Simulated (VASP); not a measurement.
Energy against volume of GaP (zinc blende). Method: AM05 GGA, VASP's PBE PAW potentials (set 64) (plane waves; VASP). Numerical set-up: 520 eV cut-off, 8×8×8 Γ-centred mesh, Gaussian smearing of 0.050 eV, potentials Ga_d P.

| V (Å³/atom) | E (eV/atom) |
|---|---|
| 19.543 | -4.72191 |
| 20.148 | -4.72691 |
| 20.752 | -4.72253 |
| 21.357 | -4.71017 |

Problem. Fit these four points and predict the energy of the run at 18.939 Å³/atom.

Solution. A cubic in V^(−2/3), the third-order Birch-Murnaghan form, passes through the four points with V0 = 20.15 Å³/atom and B0 = 83 GPa, and gives -4.7059 eV/atom there. The run gave -4.7058 eV/atom, +0.1 meV/atom from the fit; all five points give B0 = 83 GPa.

The compound is GaP in the zinc blende structure. It was relaxed first.
